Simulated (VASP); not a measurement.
The system is B12Ru.

```
B Ru
1.0
     4.58417    0.00000    0.00000
     0.00000    4.58417    0.00000
     0.00000    0.00000    4.58417
B Ru
12 1
Cartesian
  2.2921 3.9314 3.9314
  2.2921 0.6527 3.9314
  2.2921 3.9314 0.6527
  2.2921 0.6527 0.6527
  3.9314 2.2921 3.9314
  3.9314 2.2921 0.6527
  0.6527 2.2921 3.9314
  0.6527 2.2921 0.6527
  3.9314 3.9314 2.2921
  0.6527 3.9314 2.2921
  3.9314 0.6527 2.2921
  0.6527 0.6527 2.2921
  0.0000 0.0000 0.0000
```

The cell was built by a generator and needn't be a form met in nature.

The cell isn't the ideal one: random cell by space group and Wyckoff sites (Pm-3m, No. 221).

- Program: VASP 6.6.1
- Task: relaxation of cell and atoms
- Functional: PBE
- Potentials or basis: VASP PAW PBE potentials, release 64 (B, Ru_pv)
- Cutoff: 600 eV
- k mesh: 4 × 4 × 4
- Occupations: gaussian, width 0.1 eV
- Spin: no spin polarisation

At the start: pressure 129.2 GPa; volume 7.41 Å³/atom.

Question: Where does the relaxation end?

Answer: Over 15 steps the energy falls by 2517.0 meV/atom and the volume is 6.96 Å³/atom (-6.1 %); space group Pm-3m (No. 221, to 0.05 Å).

Step by step:
```tsv
step	energy change (eV)	largest force (eV/Å)	pressure (GPa)	volume (Å³)
1	0.0000	19.6420	129.23	96.33
2	-18.8056	0.7399	-14.06	206.01
3	-18.8864	0.8651	-15.18	202.67
4	-18.9524	0.9857	-16.53	199.64
5	-22.9103	0.7316	-41.85	141.78
6	-28.4864	0.1813	-36.78	117.60
7	-29.0373	2.3598	-15.31	106.61
8	-29.4174	1.0860	-28.13	111.56
9	-29.4372	1.3308	-26.00	110.54
10	-32.2288	0.9265	-8.59	94.39
11	-32.5019	0.5066	8.71	87.52
12	-32.5191	0.5266	5.06	88.70
13	-32.6976	0.2427	1.66	89.90
14	-32.7189	0.0613	0.57	90.32
15	-32.7205	0.0040	0.18	90.48
```

Final structure:
```
B Ru
1.0
     4.48929    0.00000    0.00000
     0.00000    4.48929    0.00000
     0.00000    0.00000    4.48929
B Ru
12 1
Cartesian
  2.2446 3.5536 3.5536
  2.2446 0.9356 3.5536
  2.2446 3.5536 0.9356
  2.2446 0.9356 0.9356
  3.5536 2.2446 3.5536
  3.5536 2.2446 0.9356
  0.9356 2.2446 3.5536
  0.9356 2.2446 0.9356
  3.5536 3.5536 2.2446
  0.9356 3.5536 2.2446
  3.5536 0.9356 2.2446
  0.9356 0.9356 2.2446
  0.0000 0.0000 0.0000
```
